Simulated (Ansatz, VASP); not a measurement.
## One calculation of Si2B2C, two programs

```
Si B C
1.0
     4.28531    0.00000    0.00000
     0.00000    4.28531    0.00000
     0.00000    0.00000    2.89715
Si B C
2 2 1
Direct
  0.50000 0.00000 0.50000
  0.00000 0.50000 0.50000
  0.00000 0.00000 0.00000
  0.50000 0.50000 0.50000
  0.00000 0.00000 0.50000
```

Alike in both runs: functional PBE; k mesh 4 × 4 × 6; occupations gaussian, width 0.1 eV; no spin polarisation.

Ansatz relaxed the structure, and its values are those at the end. VASP's run is a single point on that final structure, the one shown.

```csv
,VASP,Ansatz
version,VASP 6.6.1,Ansatz 0.2.0
potentials or method,"VASP PAW PBE potentials, release 64 (Si, B, C)","scalar-relativistic, plane waves, PAW"
plane-wave cutoff (eV),520,420
valence electrons in the cell,18,18
```

```tsv
	VASP	Ansatz	Ansatz less VASP
gap on the k mesh at the Fermi level (eV)	none	none	-
pressure (GPa)	-0.1	-0.1	-0.02
```

A gap of «none» marks a metal or a gap that the smearing closes. With one functional, cell and mesh, what is left measures potentials, basis and numerics.

Caveats: the k mesh is coarse (spacing up to 0.37 Å⁻¹), so the values aren't converged.
